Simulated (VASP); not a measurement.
An input for Ansatz (written as the equivalent of a VASP run, and not itself run):

Ansatz 0.2 input:
```yaml
crystal:
  lattice:
    - [-1.4890419, 1.4890419, 1.4890419]
    - [1.4890419, -1.4890419, 1.4890419]
    - [1.4890419, 1.4890419, -1.4890419]
  atoms:
    - { symbol: V, position: [0.0000000, 0.0000000, 0.0000000] }
kpoints:
  mp_grid: { grid: [15, 15, 15] }
hamiltonian:
  xc: pbe
  pseudopotentials: { kind: paw }
scf:
  occupations: { method: methfessel_paxton, width: 0.1 }
  max_iter: 100
relax:
  max_steps: 60
  f_tol: 0.01
  cell: {}
output: { forces: true, stress: true, eigenvalues: true }
```

Question: Translate this input to VASP (INCAR, KPOINTS, POSCAR, choice of POTCAR).

Answer: Several could match; the one computed here: 
File KPOINTS:
```
Automatic mesh
0
G
 15 15 15
0 0 0
```

INCAR:
```
! general
SYSTEM =V
PREC   =Accurate
ENCUT  =480
LREAL  =.FALSE.
LASPH  =.TRUE.

! electronic loop
EDIFF  =1E-6
NELM   =100
ALGO   =Normal
LMAXMIX=4

! smearing
ISMEAR =1
SIGMA  =0.1

! functional
GGA    =PE

! ions
IBRION =2
NSW    =60
ISIF   =3
EDIFFG =-0.01

! output
LWAVE  =.FALSE.
LCHARG =.FALSE.
```

File POSCAR:
```
V
1
   -1.4890419184     1.4890419184     1.4890419184
    1.4890419184    -1.4890419184     1.4890419184
    1.4890419184     1.4890419184    -1.4890419184
V
1
Direct
  0.0000000000   0.0000000000   0.0000000000
```

POTCAR, in this order: V (PBE.64 set). Program: vasp_std.

Limits of the translation: each code has its own PAW files, so the cut-off isn't converted (ENCUT is set for VASP's; basis.ecutwfc is left out, and Ansatz then takes the one that its files recommend); Ansatz stops its SCF on the density residual and VASP on the energy change (EDIFF).

The compound is V in the bcc structure. It was relaxed first, which changed the volume by -5 %. The start is the result of an earlier pass.
